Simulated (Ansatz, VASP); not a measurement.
# Si2Mo in two plane-wave programs

One calculation is typed for both programs; each brings its own data sets. How far apart do they land? The structure shown is the end of the Ansatz relaxation below.

Main program and level: Ansatz 0.2.0; plane waves, with VASP 6.6.1 beside it; single point at PBEsol.

### Step 1. The starting structure

It takes space group I4/mmm (No. 139, tetragonal). Conventional cell: a = 3.158 Å, b = 3.158 Å, c = 7.851 Å, α = 90.00°, β = 90.00°, γ = 90.00°. Nearest to Mo lie 10 Si at 2.58 to 2.63 Å. Si has 5 Mo at 2.58 to 2.63 Å and 5 Si at 2.59 to 2.60 Å nearest. Farther neighbours are not listed.

Structure file:

```cif
data_structure
_symmetry_space_group_name_H-M 'I4/mmm'
_symmetry_Int_Tables_number 139
_cell_length_a 3.1584
_cell_length_b 3.1584
_cell_length_c 7.8512
_cell_angle_alpha 90.000
_cell_angle_beta 90.000
_cell_angle_gamma 90.000
_cell_volume 78.32
loop_
_atom_site_label
_atom_site_type_symbol
_atom_site_symmetry_multiplicity
_atom_site_Wyckoff_symbol
_atom_site_fract_x
_atom_site_fract_y
_atom_site_fract_z
_atom_site_occupancy
Mo1 Mo 2 a 0.00000 0.00000 0.00000 1
Si1 Si 4 e 0.00000 0.00000 0.33497 1
```

### Step 2. Ansatz: relaxation, PBEsol

Ansatz runs on its PAW soft_1 files.

This run makes the geometry at which the two programs are then compared.

Contents of input.yaml:

```yaml
crystal:
  lattice:
    - [3.15836532, 0.0, 0.0]
    - [0.0, 3.15836532, 0.0]
    - [0.0, 0.0, 7.86789079]
  atoms:
    - { symbol: Mo, position: [0.0, 0.0, 0.0] }
    - { symbol: Mo, position: [0.5, 0.5, 0.5] }
    - { symbol: Si, position: [0.0, 0.0, 0.3350721] }
    - { symbol: Si, position: [0.0, 0.0, 0.6649279] }
    - { symbol: Si, position: [0.5, 0.5, 0.8350721] }
    - { symbol: Si, position: [0.5, 0.5, 0.1649279] }
kpoints:
  mp_grid: { grid: [14, 14, 6] }
scf:
  occupations: { method: fermi_dirac, width: 0.05 }
hamiltonian:
  xc: pbesol
  pseudopotentials: { kind: paw, azcp: { folder: soft_1 }, xc_functional: pbe }
basis:
  ecutwfc: 600
output:
  forces: true
  stress: true
  write_density: true
  write_potential: true
  elf: true
  volumetric_format: npy
relax:
  f_tol: 0.005
  max_steps: 70
  cell: { stress_tol: 0.02, p_target: 0, fix: [a, b, alpha, beta, gamma] }
```

On the command line:

```
$ ansatz run input.yaml --threads 4 --pin off --max-ram 10240MiB --backend cpu --events-out ev --progress --plain --runs-dir out
```

Numbers of over 12 decimals in the logs are rounded to 6 here.

Log:

```text
Engine: ansatz 0.2.0, aarch64-unknown-linux-gnu
Pseudopotentials: kind: paw
Pseudopotential: Mo, paw, valence charge 14, recommended cutoff 420 eV (normal), soft_1/Mo.paw.azcp
Pseudopotential: Si, paw, valence charge 4, recommended cutoff 420 eV (normal), soft_1/Si.paw.azcp
Functional definition: PBEsol
  exchange = pbesol_x
  correlation = pbesol_c
Crystal: 6 atoms, lattice volume = 78.484 Å³
Basis set: ecut = 600 eV, 2591 PW (Γ), exchange–correlation on 54×54×128 points (8 copies of the dense FFT grid, shifted against one another)
Bands: 28, of which v1, the nominal top of the filled ones, is band 22 counted from 1 (21 counted from 0)
Symmetry: 32 space group operations
Space group: I4/mmm (ITA 139), of the structure as read, at distance tolerance 4.3e-5 Å
k-points: 144 of 1176
Non-local potential: Mo, projectors of the file, l = 0: 3, l = 1: 2, l = 2: 2, l = 3: 1
Non-local potential: Si, projectors of the file, l = 0: 2, l = 1: 2, l = 2: 1
PAW form: soft (Blöchl's): semilocal exchange-correlation on the pseudo side does not see the compensation charge
PAW frozen core: Mo, regenerated for the run's functional, and the local potential with it (the file was generated under x = pbe(κ = 0.804, μ = 0.219515), c = pbe(β = 0.066725))
PAW frozen core: Si, regenerated for the run's functional, and the local potential with it (the file was generated under x = pbe(κ = 0.804, μ = 0.219515), c = pbe(β = 0.066725))
PAW one-centre angular grid: Mo, 590 points (default); XC on 64 Gauss nodes
PAW one-centre angular grid: Si, 110 points (default); XC on 64 Gauss nodes
Initial density: superposition of atomic densities (chi_scale 0.1, normalization cell, long waves kept (reshape's long-wave potential 0.00 eV rms))
Initial wavefunctions: pseudopotential atomic-orbital guess
Functional: x = pbesol(κ = 0.804, μ = 0.123457), c = pbesol(β = 0.046)
SCF iter   1: F=—  HF=-12287.053473 eV  |F-HF|=—  |Δ(HF+E_count)|=         —  Δρ=9.32e-2  dr2=1.01e1  ethr=3.10e-3  ⟨swp⟩=7.2  Hψ=20029  notcnv=0
preconditioner: auto → Kerker (q_TF=auto, 2.477 Å⁻¹)  [metal: Δε(μ)=0.011 eV  Ē_g=7.777 eV  σ=0.050 eV  W_gap=0.06  n_scr=18 (ndim 8)  ℏωp=22.2 eV  f_vac=0.000  D(μ)=1.29/eV (n_scr^D=4)]
SCF iter   2: F=—  HF=-12284.732174 eV  |F-HF|=—  |Δ(HF+E_count)|=    2.32e0  Δρ=3.18e-2  dr2=5.88e-1  ethr=3.10e-3  ⟨swp⟩=3.0  Hψ=9428  notcnv=0  defer=117
SCF iter   3: F=—  HF=-12284.612057 eV  |F-HF|=—  |Δ(HF+E_count)|=   1.20e-1  Δρ=1.48e-2  dr2=1.36e-1  ethr=1.34e-3  ⟨swp⟩=2.1  Hψ=5792  notcnv=0  defer=117
SCF iter   4: F=—  HF=-12284.580659 eV  |F-HF|=—  |Δ(HF+E_count)|=   3.14e-2  Δρ=2.67e-3  dr2=5.41e-3  ethr=3.09e-4  ⟨swp⟩=2.3  Hψ=6656  notcnv=0  defer=117
SCF iter   5: F=—  HF=-12284.578955 eV  |F-HF|=—  |Δ(HF+E_count)|=   1.70e-3  Δρ=3.65e-4  dr2=2.02e-4  ethr=1.23e-5  ⟨swp⟩=2.5  Hψ=6755  notcnv=0  defer=117
SCF iter   6: F=—  HF=-12284.578914 eV  |F-HF|=—  |Δ(HF+E_count)|=   4.04e-5  Δρ=3.10e-5  dr2=1.21e-6  ethr=4.59e-7  ⟨swp⟩=2.1  Hψ=5425  notcnv=0  defer=117
SCF iter   7: F=—  HF=-12284.578924 eV  |F-HF|=—  |Δ(HF+E_count)|=   9.56e-6  Δρ=6.22e-6  dr2=3.80e-8  ethr=2.27e-10  ⟨swp⟩=8.0  Hψ=24148  notcnv=0
SCF iter   8: F=-12284.578924 eV  HF=-12284.578924 eV  |F-HF|=1.01e-9  |Δ(HF+E_count)|=   8.36e-9  Δρ=1.07e-6  dr2=1.28e-9  ethr=8.64e-11  ⟨swp⟩=5.0  Hψ=21838  notcnv=0
SCF 1 converged in 8 iterations: F = -12284.578924 eV  dr2 = 1.28e-9
  greatest PAW one-centre occupation: 0.999 electrons in one spin orbital (limit 2), on the Mo atom at site 1 (counted from 0), in its partial waves of l = 0
relax step   1: F+E_penalty+E_count = -12284.57892376 eV  Δ(F+E_penalty+E_count) = +0.000e0 eV  max|allowed force component| = 1.030e-2 eV/Å  Δτ_max = 0.0000 Å  P = +2.964 GPa  Ω = 78.484 Å³  fix = [a, b, alpha, beta, gamma]  reactions: a +4.987, b +4.987 GPa  (8 SCF iters, dr2 threshold 1.00e-7 eV, accepted)
[...]
relax step   2: F+E_penalty+E_count = -12284.57947783 eV  Δ(F+E_penalty+E_count) = -5.541e-4 eV  max|allowed force component| = 8.505e-3 eV/Å  Δτ_max = 0.0006 Å  P = +3.603 GPa  Ω = 78.280 Å³  energy of the carried Pulay correction = +6.718e-6 eV  fix = [a, b, alpha, beta, gamma]  reactions: a +5.271, b +5.271 GPa  (6 SCF iters, dr2 threshold 6.00e-7 eV, accepted)
[...]
relax step   3: F+E_penalty+E_count = -12284.57951246 eV  Δ(F+E_penalty+E_count) = -3.463e-5 eV  max|allowed force component| = 3.396e-3 eV/Å  Δτ_max = 0.0002 Å  P = +3.477 GPa  Ω = 78.318 Å³  energy of the carried Pulay correction = +5.469e-6 eV  fix = [a, b, alpha, beta, gamma]  reactions: a +5.214, b +5.214 GPa  (6 SCF iters, dr2 threshold 1.77e-7 eV, accepted)
[...]
relax step   4: F+E_penalty+E_count = -12284.57950700 eV  Δ(F+E_penalty+E_count) = +5.463e-6 eV  max|allowed force component| = 3.396e-3 eV/Å  Δτ_max = 0.0000 Å  P = +3.477 GPa  Ω = 78.318 Å³  fix = [a, b, alpha, beta, gamma]  reactions: a +5.214, b +5.214 GPa  stress off target by 3.72e-3 GPa on what of the cell is left free  SCF on the basis re-selected at this cell (its energy is not comparable with the rows above)  (7 SCF iters)
basis re-selected at this cell: Δ(F+E_penalty+E_count) = +5.463e-6 eV, ΔP = -0.000 GPa vs the last step (what re-selecting the basis moved, of the pressure what is left beyond the Pulay correction that the steps carried, after the strain that the cell walked since its last selection, with what the two solves' SCF thresholds leave and, on support functions, any second-order correction that the steps lacked; it is no m [...]
SCF converged after 7 iterations
Free energy (F): -12284.579507 eV
Harris-Foulkes:  -12284.579507 eV  (|F-HF|=1.82e-12)
Internal energy: -12284.575018 eV  (E = F + TS)
E sigma→0 (E₀):  -12284.577262 eV
Entropy (-TS):   -0.004489 eV (-0.748 meV/atom)
Fermi energy:    16.447623 eV
--- Per-component energies (eV) ---
  E_band       = -76.438008
  E_kinetic    = 1029.278163
  E_local      = -2231.654597  (includes V_loc(G=0)·N_el)
  E_nonlocal   = 389.996449
  E_hartree    = 854.553861
  E_xc         = -585.100489
  E_vxc        = -644.252929  (∫ρ·V_xc dr)
  E_paw        = -8300.234513  (= ΣΔE_a)
  E_vpaw       = -328.912869  (= ΣTr[D̂ρ^β])
  E_aug_tail   = 0.000052  (compensation charges beyond the density's cutoff)
  E_ewald      = -3441.958786
  E_core_change = 0.544843  (= ΣΔE_core)
  E_smearing   = -0.004489  (= −TS)
  E_closure    = -0.000000  (closes the sum)
  Σ components = -12284.579507   (vs F -12284.579507, Δ=0.00e0)
--- Forces (eV/Å), atoms counted from 1 ---
  atom   1  Mo     0.00000000     0.00000000     0.00000000
  atom   2  Mo    -0.00000000     0.00000000    -0.00000000
  atom   3  Si    -0.00000000    -0.00000000    -0.00339641
  atom   4  Si    -0.00000000     0.00000000     0.00339641
  atom   5  Si    -0.00000000    -0.00000000    -0.00339641
  atom   6  Si     0.00000000     0.00000000     0.00339641
  max |Σ_I F_I| component: 5.20e-18 eV/Å
--- Stress (GPa, compression-positive) ---
        5.213758      -0.000000       0.000000
       -0.000000       5.213758       0.000000
        0.000000       0.000000       0.003719
  P = ⅓ Tr σ = 3.4771 GPa (34.771 kbar)
--- Band table (eV; the first three rows and the last of 144) ---
  k-point 0: bands = [... 18 lower, 15.7679, 15.7679, 16.0113, 16.0113, 16.8455, 16.9754, 19.4658, 19.7867, ... 2 higher]
  k-point 1: bands = [... 18 lower, 15.2537, 15.2537, 16.6067, 16.6067, 16.8539, 16.9664, 19.1788, 19.6033, ... 2 higher]
  k-point 2: bands = [... 18 lower, 14.7299, 14.7299, 16.8772, 16.9421, 17.3698, 17.3698, 18.5995, 18.9810, ... 2 higher]
  k-point 143: bands = [... 18 lower, 14.2125, 14.2125, 14.2125, 14.2125, 16.6738, 16.6738, 18.8483, 18.8483, ... 2 higher]
--- Relaxed structure (3 steps of the walk, 3 accepted, 1 SCFs on fresh bases) ---
  F+E_penalty+E_count = -12284.57950700 eV   max|allowed force component| = 3.396e-3 eV/Å   (the final SCF, on the basis selected at the relaxed cell)
  cell:  # Å, volume = 78.3181 Å³
    - [3.15836532, 0, 0.0]
    - [0, 3.15836532, 0.0]
    - [0.0, 0.0, 7.851220]
  atoms:
    - { symbol: Mo, position: [0, 0, 0] }
    - { symbol: Mo, position: [0.5, 0.5, 0.500000] }
    - { symbol: Si, position: [0, 0, 0.334974] }
    - { symbol: Si, position: [0, 0, 0.665026] }
    - { symbol: Si, position: [0.5, 0.5, 0.834974] }
    - { symbol: Si, position: [0.5, 0.5, 0.165026] }
```

### Step 3. VASP: single point, PBEsol, pair 1

The same cell, functional, mesh and smearing now go to VASP, with its own data sets.

Lines of VASP's logs that name or quote its potential files are left out, and so is its time.

Contents of INCAR:

```
SYSTEM = Si2Mo
PREC = Accurate
ENCUT = 500
EDIFF = 1E-06
NELM = 120
ISMEAR = -1
SIGMA = 0.05
LREAL = .FALSE.
ALGO = Normal
GGA = PS
NBANDS = 28
LASPH = .TRUE.
LORBIT = 11
LWAVE = .FALSE.
LCHARG = .FALSE.
ISIF = 2
GGA_COMPAT = .FALSE.
KPAR = 2
```

Contents of POSCAR:

```
Si2Mo
1.0
    3.1583653200      0.0000000000      0.0000000000
    0.0000000000      3.1583653200      0.0000000000
    0.0000000000      0.0000000000      7.8512203732
Mo Si
2 4
Direct
    0.0000000000      0.0000000000      0.0000000000
    0.5000000000      0.5000000000      0.5000000000
    0.0000000000      0.0000000000      0.3349743889
    0.0000000000      0.0000000000      0.6650256111
    0.5000000000      0.5000000000      0.8349743889
    0.5000000000      0.5000000000      0.1650256111
```

Contents of KPOINTS:

```
Automatic mesh
0
Gamma
14 14 6
0 0 0
```

PAW data sets: Mo_sv and Si (PBE family, release 64).

On the command line:

```
$ mpirun -np 2 vasp_std
```

Log:

```text
[banner, memory and clock lines left out]
running    2 mpi-ranks, on    1 nodes
 distrk:  each k-point on    1 cores,    2 groups
 distr:  one band on    1 cores,    1 groups

 POSCAR found type information on POSCAR MoSi
 POSCAR found :  2 types and       6 ions
|                                                                             |
|               ----> ADVICE to this user running VASP <----                  |
|                                                                             |
|     You enforced a specific xc type in the INCAR file but a different       |
|     [... a line on the potential file left out ...]
|     I HOPE YOU KNOW WHAT YOU ARE DOING!                                     |
|                                                                             |

 LDA part: xc-table for (Slater+PW92), standard interpolation
 POSCAR, INCAR and KPOINTS ok, starting setup
 FFT: planning ... GRIDC
 FFT: planning ... GRID_SOFT
 FFT: planning ... GRID
 WAVECAR not read
 entering main loop
       N       E                     dE             d eps       ncg     rms          rms(c)
DAV:   1     0.311440188061E+03    0.31144E+03   -0.22931E+04  8360   0.146E+03
DAV:   2    -0.389849604415E+02   -0.35043E+03   -0.34226E+03  9360   0.387E+02
DAV:   3    -0.518412504470E+02   -0.12856E+02   -0.12561E+02 10440   0.630E+01
DAV:   4    -0.520198387822E+02   -0.17859E+00   -0.17733E+00 10180   0.685E+00
DAV:   5    -0.520215868277E+02   -0.17480E-02   -0.17465E-02 10160   0.704E-01    0.339E+01
DAV:   6    -0.504555790193E+02    0.15660E+01   -0.12657E+01  9648   0.198E+01    0.742E+00
DAV:   7    -0.502249418281E+02    0.23064E+00   -0.22052E+00  9348   0.766E+00    0.704E+00
DAV:   8    -0.501323319572E+02    0.92610E-01   -0.33761E-01  9556   0.364E+00    0.567E-01
DAV:   9    -0.501316583882E+02    0.67357E-03   -0.11067E-02 10228   0.550E-01    0.351E-01
DAV:  10    -0.501313289080E+02    0.32948E-03   -0.38652E-03  9516   0.413E-01    0.156E-01
DAV:  11    -0.501311680874E+02    0.16082E-03   -0.10088E-03  9404   0.188E-01    0.286E-02
DAV:  12    -0.501311668790E+02    0.12084E-05   -0.30023E-05  8368   0.293E-02    0.936E-03
DAV:  13    -0.501311661702E+02    0.70881E-06   -0.18735E-06  7304   0.853E-03
   1 F= -.50131166E+02 E0= -.50128930E+02  d E =-.447201E-02
```

OUTCAR, selected parts (step 3):

```text
ion  position               nearest neighbor table
   1  0.000  0.000  0.000-   5 2.58   6 2.58   5 2.58   6 2.58   5 2.58   6 2.58   5 2.58   6 2.58
                             3 2.63   4 2.63
   2  0.500  0.500  0.500-   3 2.58   4 2.58   3 2.58   4 2.58   3 2.58   4 2.58   3 2.58   4 2.58
                             5 2.63   6 2.63
   3  0.000  0.000  0.335-   2 2.58   2 2.58   2 2.58   2 2.58   4 2.59   6 2.60   6 2.60   6 2.60
                             6 2.60   1 2.63
   4  0.000  0.000  0.665-   2 2.58   2 2.58   2 2.58   2 2.58   3 2.59   5 2.60   5 2.60   5 2.60
                             5 2.60   1 2.63
   5  0.500  0.500  0.835-   1 2.58   1 2.58   1 2.58   1 2.58   6 2.59   4 2.60   4 2.60   4 2.60
                             4 2.60   2 2.63
   6  0.500  0.500  0.165-   1 2.58   1 2.58   1 2.58   1 2.58   5 2.59   3 2.60   3 2.60   3 2.60
                             3 2.60   2 2.63

  LATTYP: Found a simple tetragonal cell.
 ALAT       =     3.1583653200
 C/A-ratio  =     2.4858493485

 Subroutine GETGRP returns: Found 16 space group operations
 (whereof 16 operations were pure point group operations)

The static configuration has the point symmetry D_4h.

 Found    144 irreducible k-points:

   k-points           NKPTS =    144   k-points in BZ     NKDIM =    144   number of bands    NBANDS=     28

   dimension x,y,z NGX =    24 NGY =   24 NGZ =   60
   dimension x,y,z NGXF=    48 NGYF=   48 NGZF=  120

   ENCUT  =  500.0 eV  36.75 Ry    6.06 a.u.   5.76  5.76 14.31*2*pi/ulx,y,z

   NELECT =      44.0000    total number of electrons

 k-points in reciprocal lattice and weights: Automatic mesh
   0.00000000  0.00000000  0.00000000       0.001
   0.07142857  0.00000000  0.00000000       0.003
   0.14285714  0.00000000  0.00000000       0.003
   0.21428571  0.00000000  0.00000000       0.003
   0.28571429  0.00000000  0.00000000       0.003
   0.35714286  0.00000000  0.00000000       0.003
   0.42857143  0.00000000  0.00000000       0.003
   0.50000000  0.00000000  0.00000000       0.002
   0.07142857  0.07142857  0.00000000       0.003
[...]
0.50000000  0.42857143  0.50000000       0.003
   0.50000000  0.50000000  0.50000000       0.001

 average (electrostatic) potential at core
       1 -68.4832       2 -68.4832       3 -76.7951       4 -76.7951       5 -76.7951
       6 -76.7951

 E-fermi :  12.6604

 k-point     1 :       0.0000    0.0000    0.0000
  band No.  band energies     occupation
    ...
     18      10.3049      2.00000
     19      11.9824      2.00000
     20      11.9824      2.00000
     21      12.2239      1.99968
     22      12.2239      1.99968
     23      13.0593      0.00069
     24      13.1905      0.00005
     25      15.6685      0.00000
     26      16.0018      0.00000
     27      16.3078      0.00000
    ...

 k-point     2 :       0.0714    0.0000    0.0000
  band No.  band energies     occupation
    ...
     18      10.1413      2.00000
     19      11.8418      2.00000
     20      11.9684      2.00000
     21      12.0076      2.00000
     22      12.2312      1.99963
     23      12.7597      0.24107
     24      13.4289      0.00000
     25      15.6678      0.00000
     26      15.8741      0.00000
     27      15.9171      0.00000
    ...

 k-point     3 :       0.1429    0.0000    0.0000
  band No.  band energies     occupation
    ...
     19      11.4887      2.00000
     20      11.4936      2.00000
     21      12.0772      1.99998
     22      12.1333      1.99995
     23      12.3610      1.99499
     24      13.8812      0.00000
     25      15.1616      0.00000
     26      15.2308      0.00000
     27      16.4914      0.00000
     28      16.9033      0.00000

  Total        2.7450746      2.7450746      0.1941086      0.0000000     -0.0000000      0.0000000
  in kB       56.1568639     56.1568639      3.9709418      0.0000000     -0.0000000      0.0000000
  external PRESSURE =      38.7615565 kB  Pullay stress =       0.0000000 kB

  energy-cutoff  :      500.00
  volume of cell :       78.32
      direct lattice vectors                 reciprocal lattice vectors
     3.158365320  0.000000000  0.000000000     0.316619485  0.000000000  0.000000000
     0.000000000  3.158365320  0.000000000     0.000000000  0.316619485  0.000000000
     0.000000000  0.000000000  7.851220373     0.000000000  0.000000000  0.127368734

 POSITION                                       TOTAL-FORCE (eV/Angst)
 -----------------------------------------------------------------------------------
      0.00000      0.00000      0.00000        -0.000000      0.000000      0.000000
      1.57918      1.57918      3.92561         0.000000      0.000000      0.000000
      0.00000      0.00000      2.62996        -0.000000     -0.000000     -0.009455
      0.00000      0.00000      5.22126         0.000000     -0.000000      0.009455
      1.57918      1.57918      6.55557         0.000000     -0.000000     -0.009455
      1.57918      1.57918      1.29565        -0.000000     -0.000000      0.009455
 -----------------------------------------------------------------------------------
    total drift:                                0.000000      0.000000     -0.000000

  FREE ENERGIE OF THE ION-ELECTRON SYSTEM (eV)
  ---------------------------------------------------
  free  energy   TOTEN  =       -50.1311661702 eV

  energy  without entropy=      -50.1266941601  energy(sigma->0) =      -50.12893017

 total charge
# of ion       s       p       d       tot
------------------------------------------
    1        2.294   6.219   4.246  12.759
    2        2.294   6.219   4.246  12.759
    3        0.742   0.893   0.000   1.635
    4        0.742   0.893   0.000   1.635
    5        0.742   0.893   0.000   1.635
    6        0.742   0.893   0.000   1.635
--------------------------------------------------
tot          7.558  16.010   8.492  32.059

[... 3 further parts left out ...]
```

The PAW data sets were made with PBE, which is usual practice but a small mismatch for other functionals.

(Part 1 of 2 ends here.)

[Lines on the potential files, build, host, timing and source positions are cut from VASP's logs without a mark.]

[Logs are printed without paths, hosts, clocks, repeated set-up lines and the standing remarks that a program may print on its own settings, such as how far it seeks lower states.]

[Hosts, paths, dates, database ids (printed as entryN), source tags and the programs' standing remarks are cut or masked in the printed files.]
